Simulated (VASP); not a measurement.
# LiSi16 (a cell with a defect) in VASP: further runs, part 3 of 3

VASP 6.6.1. Earlier steps stand in the parts before.

## Step 6: Single point, PBE

Contents of INCAR:

```
SYSTEM = LiSi16
PREC = Accurate ; ENCUT = 520
EDIFF = 1E-6 ; ISMEAR = 0
SIGMA = 0.02 ; LREAL = Auto
LASPH = .TRUE. ; NELM = 100
ALGO = Fast ; ISIF = 2
LWAVE = .FALSE. ; LCHARG = .FALSE.
GGA = PE ; NELECT = 66.0
NBANDS = 48
```

Contents of KPOINTS:

```
regular mesh
0
G
  2 2 2
  0 0 0
```

Contents of POSCAR:

```
LiSi16
1.0
    0.0000000000      5.4300000000      5.4300000000
    5.4300000000      0.0000000000      5.4300000000
    5.4300000000      5.4300000000      0.0000000000
Si Li
16 1
Direct
    0.0068589319      0.0065565378     -0.0207082873
    0.1206457643      0.1205695212      0.1190964088
   -0.0024259669     -0.0016373849      0.4965405157
    0.1291931860      0.1299657459      0.6097907919
   -0.0086453959      0.5028078269      0.0022531308
    0.1206491713      0.6389523020      0.1190583794
   -0.0024151934      0.5064544199      0.4965096685
    0.1210965009      0.6245559853      0.6287046041
    0.5029254144     -0.0087392265      0.0022228361
    0.6390228361      0.1206167587      0.1189760589
    0.5057702578     -0.0016201657      0.4963929098
    0.6237593923      0.1219021179      0.6286822284
    0.5029334254      0.5028244015      0.0022197974
    0.6185575506      0.6184590239      0.1437754144
    0.4936523020      0.4944644567      0.5163465930
    0.6237717311      0.6245824125      0.6286781768
    0.2675552486      0.2672397790      1.1972620626
```

Potentials or basis: VASP PAW PBE potentials, release 64 (Si, Li_sv).

Started as:

```console
$ cat potpaw_PBE.64/Si/POTCAR potpaw_PBE.64/Li_sv/POTCAR > POTCAR
$ mpirun -np 1 vasp_std > vasp.out
```

OUTCAR:

```text
SYSTEM = LiSi16
   PREC = Accurate
   ENCUT = 520
   EDIFF = 1E-6
   ISMEAR = 0
   LREAL = Auto
   LASPH = .TRUE.
   NELM = 100
   ISIF = 2
   GGA = PE
   NELECT = 66.0

 ion  position               nearest neighbor table
   1  0.007  0.007  0.979-   6 2.31   2 2.31  10 2.31   4 2.32
   2  0.121  0.121  0.119-   1 2.31  17 2.35   3 2.37   5 2.40   9 2.40
   3  0.998  0.998  0.497-   8 2.34  12 2.34   4 2.36   2 2.37
   4  0.129  0.130  0.610-   1 2.32   3 2.36   7 2.36  11 2.36  17 2.59
   5  0.991  0.503  0.002-  14 2.34   8 2.34   2 2.40   6 2.40  17 2.58
   6  0.121  0.639  0.119-   1 2.31  17 2.35   7 2.37   5 2.40  13 2.40
   7  0.998  0.506  0.497-   8 2.34  16 2.34   4 2.36   6 2.37
   8  0.121  0.625  0.629-  15 2.34   5 2.34   3 2.34   7 2.34
   9  0.503  0.991  0.002-  14 2.34  12 2.34  10 2.40   2 2.40  17 2.58
  10  0.639  0.121  0.119-   1 2.31  17 2.35  11 2.37   9 2.40  13 2.40
  11  0.506  0.998  0.496-  16 2.34  12 2.34   4 2.36  10 2.37
  12  0.624  0.122  0.629-  15 2.34   9 2.34  11 2.34   3 2.34
  13  0.503  0.503  0.002-  14 2.34  16 2.34  10 2.40   6 2.40  17 2.58
  14  0.619  0.618  0.144-  15 2.34   5 2.34   9 2.34  13 2.34
  15  0.494  0.494  0.516-  14 2.34   8 2.34  12 2.34  16 2.34
  16  0.624  0.625  0.629-  15 2.34  13 2.34  11 2.34   7 2.34
  17  0.268  0.267  0.197-  10 2.35   6 2.35   2 2.35  13 2.58   9 2.58   5 2.58   4 2.59

  LATTYP: Found a face centered cubic cell.
 ALAT       =    10.8600000000

  Lattice vectors:

 A1 = (   0.0000000000,   5.4300000000,   5.4300000000)
 A2 = (   5.4300000000,   0.0000000000,   5.4300000000)
 A3 = (   5.4300000000,   5.4300000000,   0.0000000000)

Analysis of symmetry for initial positions (statically):
=====================================================================
 Subroutine PRICEL returns:
 Original cell was already a primitive cell.

 Routine SETGRP: Setting up the symmetry group for a
 face centered cubic supercell.

 Subroutine GETGRP returns: Found  1 space group operations
 (whereof  1 operations were pure point group operations)
[... 156 lines left out ...]
   AEXX    =    0.0000 exact exchange contribution
   IVDW    =     0    specifies the selected vdW correction
   LEPSILON=     F    determine dielectric tensor
   LRPA    =     F    only Hartree local field effects (RPA)
 non-spin polarized calculation
 RMM-DIIS sequential band-by-band and
 Gauss-broadening in eV      SIGMA  =   0.02
  energy-cutoff  :      520.00
  volume of cell :      320.21
 maximum number of plane-waves:      8646
 NGX is ok and might be reduce to    60
   NGX = 29   NGY = 29   NGZ = 29

 number of electron      65.9999998 magnetization

 Free energy of the ion-electron system (eV)
  ---------------------------------------------------
  ext. energy  EPLUGINS =         0.00000000
  ---------------------------------------------------
  free energy    TOTEN  =       -93.39972665 eV

  energy without entropy =      -93.39972665  energy(sigma->0) =      -93.39972665

 E-fermi :   6.2134     XC(G=0):  -9.4427

 val. band max:        6.0505777271   @ k =   0.0000   0.0000   0.0000
 cond. band min:       6.6104064359   @ k =   0.0000   0.0000   0.0000
 fundamental gap:      0.5598287087
 Fermi energy:         6.2133621924

 k-point     1 :       0.0000    0.0000    0.0000
  band No.  band energies     occupation
      1     -40.3479      2.00000
      2      -5.9195      2.00000
      3      -3.6716      2.00000
      4      -3.6107      2.00000
      5      -3.6100      2.00000
      6      -3.5918      2.00000
[... 373 lines left out ...]
     44      10.3100      0.00000
     45      10.3431      0.00000
 [bands above 45 left out]

------------------------ aborting loop because EDIFF is reached ----------------------------------------

  FORCE on cell =-STRESS in cart. coord.  units (eV):
  Direction    XX          YY          ZZ          XY          YZ          ZX
  --------------------------------------------------------------------------------------
  -------------------------------------------------------------------------------------
  Total       -1.1195464     -1.1195529     -1.1162272     -0.3428856      0.3387120      0.3508860
  in kB       -5.6017434     -5.6017756     -5.5851355     -1.7156566      1.6947734      1.7556873
  external PRESSURE =      -5.5962182 kB  Pullay stress =       0.0000000 kB

 VOLUME and BASIS-vectors are now :
 -----------------------------------------------------------------------------
  energy-cutoff  :      520.00
  volume of cell :      320.21
      direct lattice vectors                 reciprocal lattice vectors
     0.000000000  5.430000000  5.430000000    -0.092081031  0.092081031  0.092081031
     5.430000000  0.000000000  5.430000000     0.092081031 -0.092081031  0.092081031
     5.430000000  5.430000000  0.000000000     0.092081031  0.092081031 -0.092081031

 POSITION                                       TOTAL-FORCE (eV/Angst)
 -----------------------------------------------------------------------------------
      5.35316      5.35480      0.07285         0.008014     -0.009275     -0.009375
      1.30139      1.30180      1.30980        -0.014389     -0.015344      0.044376
      8.11732      8.11304     10.83794        -0.023758     -0.021299      0.014100
      4.01688      4.01268      1.40723         0.008510      0.013228     -0.007341
      2.74248      5.39529      8.11330        -0.031708      0.004433      0.032054
      4.11600      1.30161      4.12464        -0.045747     -0.015402      0.013084
[... 9 lines left out ...]
      6.80520      6.80080      6.77856        -0.025349     -0.022278      0.007567
      2.52224      2.52396      2.90394         0.325503      0.319612     -0.328893
 -----------------------------------------------------------------------------------
    total drift:                               -0.002205     -0.002273      0.001851

  FREE ENERGIE OF THE ION-ELECTRON SYSTEM (eV)
  ---------------------------------------------------
  free  energy   TOTEN  =       -93.3997266470 eV

  energy  without entropy=      -93.3997266470  energy(sigma->0) =      -93.39972665
```

stdout:

```text
POSCAR found type information on POSCAR SiLi
 POSCAR found :  2 types and      17 ions
 scaLAPACK will be used
 LDA part: xc-table for (Slater+PW92), standard interpolation
 POSCAR, INCAR and KPOINTS ok, starting setup
 FFT: planning ... GRIDC
 FFT: planning ... GRID_SOFT
 FFT: planning ... GRID
 WAVECAR not read
 entering main loop
 the old and the new charge density differ
 old charge density:    67.00000 new   66.00000
    0.142E+01
```

Run time: 6 min. Hardware: 1 thread of Intel Xeon Platinum 8259CL at 2.50GHz (Skylake/Cascade Lake), shared host; peak memory 0.48 GiB.

What came out:

- Free energy: -93.3997 eV
- Largest force: 0.562 eV/Å
- Band gap on the k mesh: 0.56 eV, direct

Forces on the atoms (eV/Å):
```
Si   0.008 -0.009 -0.009
Si  -0.014 -0.015  0.044
Si  -0.024 -0.021  0.014
Si   0.009  0.013 -0.007
Si  -0.032  0.004  0.032
Si  -0.046 -0.015  0.013
Si  -0.013 -0.021  0.025
Si  -0.025 -0.005  0.026
Si   0.006 -0.037  0.030
Si  -0.026 -0.034  0.025
Si  -0.019 -0.012  0.021
Si  -0.008 -0.022  0.026
Si  -0.030 -0.037 -0.006
Si  -0.043 -0.044  0.041
Si  -0.044 -0.040  0.045
Si  -0.025 -0.022  0.008
Li   0.326  0.320 -0.329
```

Caveat: the k mesh is coarse (spacing up to 0.50 Å⁻¹), so the values aren't converged; the cell carries a net charge on a neutralising background, which shifts energy and pressure; the cell is charged against a uniform background, so pressure and absolute levels hang on convention; the cutoff is under 1.25 times the usual one of these potentials, so pressure, stress and relaxed cells hold a basis-set (Pulay) error.
